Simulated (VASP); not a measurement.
Calculation: PBEsol GGA, VASP's PBE PAW potentials (set 64) (plane waves; VASP).

VASP input:

**POSCAR**
```
Zr
1
    1.5420777942    -2.6709570387     0.0000000000
    1.5420777942     2.6709570387     0.0000000000
    0.0000000000     0.0000000000     4.9715740458
Zr
2
Direct
  0.3333330000   0.6666670000   0.2500000000
  0.6666670000   0.3333330000   0.7500000000
```

**KPOINTS**
```
kpoints
0
Gamma
 12 12 8
0 0 0
```

### INCAR
```
SYSTEM = Zr
PREC = Accurate
ENCUT = 480
EDIFF = 1E-7
NELM = 100
ALGO = Normal
LREAL = .FALSE.
LASPH = .TRUE.
ISMEAR = 1
SIGMA = 0.1
GGA = PS
LMAXMIX = 4
LWAVE = .FALSE.
LCHARG = .FALSE.
ISIF = 2
```

POTCAR, in this order: Zr_sv (PBE.64 set). Program: vasp_std.

Question: Estimate the energy per atom (σ→0), pressure, band gap (on the k-mesh).

Answer: 
| Item | Result |
|---|---|
| energy per atom (σ→0) | -9.017 eV/atom |
| band gap (on the k-mesh) | none (metal, semimetal or under 0.01 eV) |
| pressure | 10.59 GPa |

### OSZICAR
```
...
DAV:   8    -0.180331394570E+02   -0.60782E-02   -0.44399E-02  3920   0.191E+00    0.271E-01
DAV:   9    -0.180332951498E+02   -0.15569E-03   -0.12019E-03  3848   0.372E-01    0.402E-02
DAV:  10    -0.180332596298E+02    0.35520E-04   -0.30838E-05  4336   0.494E-02    0.235E-02
DAV:  11    -0.180332611426E+02   -0.15128E-05   -0.10267E-05  3392   0.425E-02    0.514E-03
DAV:  12    -0.180332608318E+02    0.31085E-06   -0.34242E-07  3288   0.524E-03    0.242E-03
DAV:  13    -0.180332606122E+02    0.21952E-06   -0.54593E-08  2112   0.265E-03    0.813E-04
DAV:  14    -0.180332605731E+02    0.39097E-07   -0.17057E-08  1904   0.177E-03
   1 F= -.18033261E+02 E0= -.18033312E+02  d E =0.153197E-03
```

The compound is Zr in the hcp structure. This cell was strained or had an atom moved on purpose.
